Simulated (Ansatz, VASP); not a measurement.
# Cross-check of ZnIn between VASP and Ansatz, part 2 of 2

Wanted: the spread between two codes on one cell, functional and k mesh. The cell is generated by rule, not measured, and may not be a known phase. The cell is taken from a series of runs on this material, whose earlier steps may have relaxed, scaled, displaced or heated it; both programs get it as it stands.

VASP 6.6.1 and Ansatz 0.2.0.

So far: Set-up; VASP: zone-centre phonons, LDA.

The structure was built from a prototype and need not be the compound's stable phase.

### 3. Ansatz: zone-centre phonons, LDA

Level of this step: Ansatz beside VASP: Kohn-Sham DFT, plane waves, LDA (Ansatz).

Ansatz runs on its default PAW (the set named soft_2) files.

The same cell, functional (in two slightly different forms), mesh and smearing now go to Ansatz, which takes its cutoff from its data sets.

input.yaml

```yaml
crystal:
  lattice:
    - [0.0, 2.7532457436, 2.7532457436]
    - [2.7532457436, 0.0, 2.7532457436]
    - [2.7532457436, 2.7532457436, 0.0]
  atoms:
    - { symbol: In, position: [0.0, 0.0, 0.0] }
    - { symbol: Zn, position: [0.5, 0.5, 0.5] }
kpoints:
  mp_grid: { grid: [16, 16, 16] }
hamiltonian:
  xc: lda
scf:
  occupations: { method: methfessel_paxton, width: 0.2 }
output:
  eigenvalues: true
phonons:
  method: dfpt
  qmesh: [2, 2, 2]
  temperatures: { t_max: 1000, t_step: 50 }
  qpath:
    path:
      - [[0.0, 0.0, 0.0], [0.5, 0.0, 0.5], [0.625, 0.25, 0.625]]
      - [[0.375, 0.375, 0.75], [0.0, 0.0, 0.0], [0.5, 0.5, 0.5], [0.5, 0.25, 0.75], [0.5, 0.0, 0.5]]
    npoints: 10
```

Started as:

```sh
ansatz run input.yaml --threads 8 --pin off --max-ram 14336MiB --backend cpu --events-out ev --progress --plain --runs-dir out
```

Numbers of over 12 decimals in the logs are rounded to 6 here.

The log of the run:

```text
Engine: ansatz 0.2.0, aarch64-unknown-linux-gnu
Pseudopotentials: kind: paw
Pseudopotential: In, paw, valence charge 13, recommended cutoff 420 eV (normal), In.paw.azcp
Pseudopotential: Zn, paw, valence charge 12, recommended cutoff 420 eV (normal), Zn.paw.azcp
Functional definition: SPW92
  exchange = slater_x
  correlation = pw_c
Crystal: 2 atoms, lattice volume = 41.741 Å³
Basis set: ecut = 420 eV, 869 PW (Γ), exchange–correlation on 54×54×54 points (8 copies of the dense FFT grid, shifted against one another)
Bands: 17, of which v1, the nominal top of the filled ones, is band 13 counted from 1 (12 counted from 0)
Symmetry: 48 space group operations
k-points: 145 of 4096
Non-local potential: In, projectors of the file, l = 0: 2, l = 1: 2, l = 2: 2, l = 3: 2
Non-local potential: Zn, projectors of the file, l = 0: 2, l = 1: 2, l = 2: 3, l = 3: 1
PAW form: soft (Blöchl's): semilocal exchange-correlation on the pseudo side does not see the compensation charge
PAW frozen core: In, regenerated for the run's functional, and the local potential with it (the file was generated under x = pbe(κ = 0.804, μ = 0.219515), c = pbe(β = 0.066725))
PAW frozen core: Zn, regenerated for the run's functional, and the local potential with it (the file was generated under x = pbe(κ = 0.804, μ = 0.219515), c = pbe(β = 0.066725))
PAW one-centre angular grid: In, 590 points (default); XC on 64 Gauss nodes
PAW one-centre angular grid: Zn, 590 points (default); XC on 64 Gauss nodes
Initial density: superposition of atomic densities (neutral atoms: chi_scale 0, normalization atom), corrected by the library's trained network
Initial wavefunctions: pseudopotential atomic-orbital guess
Functional: x = slater, c = lda
SCF iter   1: F=—  HF=-8703.041838 eV  |F-HF|=—  |Δ(HF+E_count)|=         —  Δρ=6.25e-3  dr2=7.94e-3  ethr=1.77e-3  ⟨swp⟩=4.9  Hψ=11772  notcnv=0
preconditioner: auto → Kerker (q_TF=auto, 2.505 Å⁻¹)  [metal: Δε(μ)=0.085 eV  Ē_g=14.789 eV  σ=0.200 eV  W_gap=0.35  n_scr=14 (ndim 8)  ℏωp=28.7 eV  f_vac=0.000  D(μ)=0.81/eV (n_scr^D=0)]
SCF iter   2: F=—  HF=-8703.037683 eV  |F-HF|=—  |Δ(HF+E_count)|=   4.16e-3  S|Δr|=    0.00e0  Δρ=2.89e-3  dr2=1.94e-3  ethr=3.18e-5  ⟨swp⟩=2.9  Hψ=5684  notcnv=0
SCF iter   3: F=—  HF=-8703.037202 eV  |F-HF|=—  |Δ(HF+E_count)|=   4.81e-4  S|Δr|=    0.00e0  Δρ=1.32e-3  dr2=3.28e-4  ethr=7.75e-6  ⟨swp⟩=2.0  Hψ=4127  notcnv=0
SCF iter   4: F=—  HF=-8703.037027 eV  |F-HF|=—  |Δ(HF+E_count)|=   1.75e-4  S|Δr|=    0.00e0  Δρ=2.75e-4  dr2=3.83e-5  ethr=1.31e-6  ⟨swp⟩=2.0  Hψ=3310  notcnv=0
SCF iter   5: F=—  HF=-8703.037018 eV  |F-HF|=—  |Δ(HF+E_count)|=   8.99e-6  S|Δr|=    0.00e0  Δρ=2.16e-4  dr2=1.12e-5  ethr=1.53e-7  ⟨swp⟩=2.0  Hψ=4194  notcnv=0
SCF iter   6: F=—  HF=-8703.037016 eV  |F-HF|=—  |Δ(HF+E_count)|=   1.94e-6  S|Δr|=    0.00e0  Δρ=3.27e-5  dr2=6.35e-7  ethr=4.48e-8  ⟨swp⟩=2.0  Hψ=3907  notcnv=0
SCF iter   7: F=—  HF=-8703.037017 eV  |F-HF|=—  |Δ(HF+E_count)|=   1.19e-6  S|Δr|=    0.00e0  Δρ=1.03e-5  dr2=5.60e-8  ethr=2.54e-9  ⟨swp⟩=2.5  Hψ=3772  notcnv=0
SCF iter   8: F=—  HF=-8703.037017 eV  |F-HF|=—  |Δ(HF+E_count)|=   1.07e-8  S|Δr|=    0.00e0  Δρ=3.37e-6  dr2=4.29e-9  ethr=2.24e-10  ⟨swp⟩=2.0  Hψ=4198  notcnv=0
SCF iter   9: F=—  HF=-8703.037017 eV  |F-HF|=—  |Δ(HF+E_count)|=   1.27e-9  S|Δr|=    0.00e0  Δρ=4.97e-7  dr2=9.60e-11  ethr=1.72e-11  ⟨swp⟩=2.0  Hψ=4059  notcnv=0
SCF iter  10: F=-8703.037017 eV  HF=-8703.037017 eV  |F-HF|=1.82e-12  |Δ(HF+E_count)|=  3.82e-11  S|Δr|=    0.00e0  Δρ=2.89e-8  dr2=3.77e-13  ethr=1.00e-12  ⟨swp⟩=7.1  Hψ=11421  notcnv=0
SCF 1 converged in 10 iterations: F = -8703.037017 eV  dr2 = 3.77e-13
  greatest PAW one-centre occupation: 0.983 electrons in one spin orbital (limit 2), on the Zn atom at site 1 (counted from 0), in its partial waves of l = 2
phonons: the bands overlap, so this run is a metal and interpolates without the dipole-dipole term. If the crystal is really an insulator or semiconductor, its LO-TO splitting is missing
NSCF: frozen V_eff on 145 k-points
NSCF: frozen V_eff on 349 k-points
DFPT response loops at q = (0, 0, 0) (fractional): preconditioner auto → Kerker (q_TF=auto, 2.505 Å⁻¹) (partly filled bands, converged f_vac=0.000); β = 1.00, the filter's whole step (`scf.mixing.beta` (0.50) is not read by the response loops under this deck's `scf.mixing.preconditioner`; to damp them name `kerker` or `kerker_dos`, under which they read `scf.mixing.beta`, and type it under 1.00, their step now; both keys bind the ground state too); Broyden in place of MSR1
NSCF: frozen V_eff on 2196 k-points
DFPT response loops at q = (0, 0, -0.5) (fractional): mixed as the last ones told, above
NSCF: frozen V_eff on 1242 k-points
DFPT response loops at q = (0, -0.5, -0.5) (fractional): mixed as the last ones told, above
SCF converged after 10 iterations
Stability not checked: this state was not tested for a lower state beside it, because cold or Methfessel-Paxton smearing, or corrected tetrahedra, fill the levels in a way that the test cannot read (fill_not_monotonic; see scf.lower_state_search)
Free energy (F): -8703.037017 eV
Harris-Foulkes:  -8703.037017 eV  (|F-HF|=1.82e-12)
Internal energy: -8703.038035 eV  (E = F + TS)
E sigma→0 (E₀):  -8703.037272 eV
Entropy (-TS):   0.001017 eV (0.509 meV/atom)
Fermi energy:    9.857399 eV
--- Per-component energies (eV) ---
  E_band       = 7.533832
  E_kinetic    = 375.105439
  E_local      = -2748.010413  (includes V_loc(G=0)·N_el)
  E_nonlocal   = 982.063944
  E_hartree    = 1123.178653
  E_xc         = -350.532690
  E_vxc        = -156.223889  (∫ρ·V_xc dr)
  E_paw        = -5765.767924  (= ΣΔE_a)
  E_vpaw       = -691.758226  (= ΣTr[D̂ρ^β])
  E_aug_tail   = -0.000308  (compensation charges beyond the density's cutoff)
  E_ewald      = -2320.916414
  E_core_change = 1.841678  (= ΣΔE_core)
  E_smearing   = 0.001017  (= −TS)
  E_closure    = -0.000000  (closes the sum)
  Σ components = -8703.037017   (vs F -8703.037017, Δ=0.00e0)
--- Band table (eV; the first three rows and the last of 145) ---
  k-point 0: bands = [... 9 lower, 2.4727, 2.4727, 13.5960, 13.5960, 13.5960, 16.6814, 18.7961, 19.0323]
  k-point 1: bands = [... 9 lower, 2.4661, 2.4661, 12.9844, 13.5917, 13.5917, 17.0275, 18.2403, 19.1434]
  k-point 2: bands = [... 9 lower, 2.4516, 2.4516, 11.7319, 13.5865, 13.5865, 17.0821, 18.5384, 18.6719]
  k-point 144: bands = [... 9 lower, 2.5096, 6.1863, 6.7376, 7.7045, 7.7045, 16.8060, 16.9759, 19.1319]
--- Phonons (Γ-DFPT): 2 representative perturbations + reference (Σ response iterations 7) ---
  ASR residual: 7.093e-6 → 0.000e0 eV/Å²; symmetrization residual: 3.034e-6 eV/Å²
  ASR residual per site (eV/Å²): 7.09e-6 1.26e-6
  Γ frequencies (cm⁻¹): 0.00 0.00 0.00 143.61 143.61 143.61
--- Phonons (arbitrary-q DFPT): 3 irreducible q on the 2×2×2 mesh ---
  q = [0.0000, 0.0000, 0.0000] (star 1, of the zone-centre solve; hermiticity 1.92e-6, symmetrization 1.92e-12): -0.00 0.00 0.00 143.61 143.61 143.61
  q = [0.0000, 0.0000, -0.5000] (star 4, 2 solved perturbations on 1098 of 4096 k-point pairs; hermiticity 1.40e-13, symmetrization 1.81e-12): 82.70 82.70 89.31 107.21 107.21 111.95
  q = [0.0000, -0.5000, -0.5000] (star 3, 4 solved perturbations in 1940 linear systems a pass and spin channel, the states on 621 of 4096 k-point pairs; hermiticity 1.26e-6, symmetrization 8.00e-13): -31.47 -18.47 -18.47 155.24 155.24 170.66
  sum rule: each row above includes the acoustic sum rule's correction from the zone centre's row sums; it moved no ω² by more than (0.13 cm⁻¹)²
  mesh force constants: q→R imaginary residual 7.54e-17; ASR residual 7.093e-6 → 0.000e0 eV/Å²; symmetrization residual 8.986e-16 eV/Å²
  interpolated dispersion: 62 rows × 6 modes
  density of states and harmonic sums: on the 20×20×20 q-mesh, interpolated from the force constants of a 2×2×2 supercell (no non-analytic term)
  largest difference from the sums on the solved wave vectors: F 1.86e-1 eV, S 2.36e-4 and C_V 5.15e-5 eV/K
  zero-point energy: 0.033051 eV/cell   skipped modes (ω ≤ 0): 244, of them read as no rigid motion or as one in doubt: 241 (9.124e-1 modes/cell left out, lowest -44.74 cm⁻¹)   left out of the sums: 1.52e-1 of the cell's modes: C_V's classical limit lies that fraction below 3 k_B per atom; for a crystal, a wire or a layer, F and S can be off by more, and a phonons.interpolated_qmesh denser along its periods is the remedy for the sampling
```

In the SCF lines HF is the Harris–Foulkes energy and dr2 the Hartree energy of the density residual, in eV; the loop may stop once dr2 is under the threshold and the program's other checks hold. Hψ counts applications of the Hamiltonian.

### 4. Side by side

Known differences besides the potentials themselves: the two LDA forms differ slightly; VASP's run holds the zone centre alone; the cutoff is 420 eV in Ansatz and 500 eV in VASP; VASP's log shows a relativistic correction to its local exchange, Ansatz's none. Total energies have different zeros and are not compared.

The two programs side by side:

| quantity | Ansatz | VASP | difference |
| --- | --- | --- | --- |
| optical mode 1 to 3 (cm⁻¹) | 143.6 | 145.2 | -1.10 % |

Modes are paired by rising frequency, not by their patterns, so a pair may set unlike modes beside each other; they are those without the splitting of longitudinal modes.

### 5. Outcome

| Quantity | Value |
| --- | --- |
| r.m.s. difference of the optical zone-centre modes, each program's sorted by frequency (zone-centre phonons, LDA) | 1.6 cm⁻¹ |
| difference in optical mode 1 to 3 (zone-centre phonons, LDA) | -1.1 % |

**Reading.** The r.m.s. difference of the optical zone-centre modes, each program's sorted by frequency is 1.6 cm⁻¹ (zone-centre phonons, LDA). Among the rows given in per cent, the largest difference of the zone-centre phonons, LDA pair is in optical mode 1 to 3, -1.1 %. How closely two codes agree says nothing of how well the functional describes the real material.

[Lines on the potential files, build, host, timing and source positions are cut from VASP's logs without a mark.]

[Logs are printed without paths, hosts, clocks, repeated set-up lines and the standing remarks that a program may print on its own settings, such as how far it seeks lower states.]

[Hosts, paths, dates, database ids (printed as entryN), source tags and the programs' standing remarks are cut or masked in the printed files.]
